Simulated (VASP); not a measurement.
An input for Quantum ESPRESSO's pw.x (written as the equivalent of a VASP run, and not itself run):

```
&CONTROL
  calculation = 'scf'
  pseudo_dir = './pseudo'
  outdir = './out'
  tprnfor = .true.
  tstress = .true.
/
&SYSTEM
  ibrav = 0
  nat = 4
  ntyp = 2
  ecutwfc = 84
  occupations = 'tetrahedra'
  input_dft = 'vdw-df-obk8'
/
&ELECTRONS
  conv_thr = 7.3e-09
  electron_maxstep = 100
/
ATOMIC_SPECIES
  Sn 118.710 Sn.upf
  O 15.999 O.upf
CELL_PARAMETERS angstrom
     3.8577011    0.0000000    0.0000000
     0.0000000    3.8577011    0.0000000
     0.0000000    0.0000000    4.8883367
ATOMIC_POSITIONS crystal
  Sn   0.5000000  0.0000000  0.7622443
  Sn   0.0000000  0.5000000  0.2377557
  O    0.5000000  0.5000000  0.0000000
  O    0.0000000  0.0000000  0.0000000
K_POINTS automatic
  7 7 5 0 0 0
```

Question: Write the VASP files for the same calculation (optB88-vdW).

Answer: This is not unique; one that fits is 
### INCAR
```
AGGAC = 0.0
ALGO = Normal
EDIFF = 1E-7
ENCUT = 520
GGA = BO
ISIF = 2
ISMEAR = -5
LASPH = .TRUE.
LCHARG = .TRUE.
LEFG = .TRUE.
LMAXMIX = 4
LORBIT = 11
LREAL = .FALSE.
LUSE_VDW = .TRUE.
LWAVE = .FALSE.
NEDOS = 601
NELM = 100
PARAM1 = 0.1833333333
PARAM2 = 0.22
PREC = Accurate
SYSTEM = SnO
```

### POSCAR
```
SnO
1
    3.8577011133     0.0000000000     0.0000000000
    0.0000000000     3.8577011133     0.0000000000
    0.0000000000     0.0000000000     4.8883367131
Sn O
2 2
Direct
  0.5000000000   0.0000000000   0.7622442583
  0.0000000000   0.5000000000   0.2377557417
  0.5000000000   0.5000000000   0.0000000000
  0.0000000000   0.0000000000   0.0000000000
```

### KPOINTS
```
Automatic mesh
0
gamma
  7 7 5
0 0 0
```

POTCAR, in this order: Sn_d O (PBE.64 set). Program: vasp_std.

Limits of the translation: the potentials are each code's own (VASP's PAW set, PseudoDojo norm-conserving files in pw.x), so ENCUT and ecutwfc are chosen apart and not converted; conv_thr bounds pw.x's estimated SCF error, while EDIFF bounds the energy change between steps; the field gradients of LEFG aren't asked of the other code.

The compound is SnO in the litharge structure. It was relaxed first.
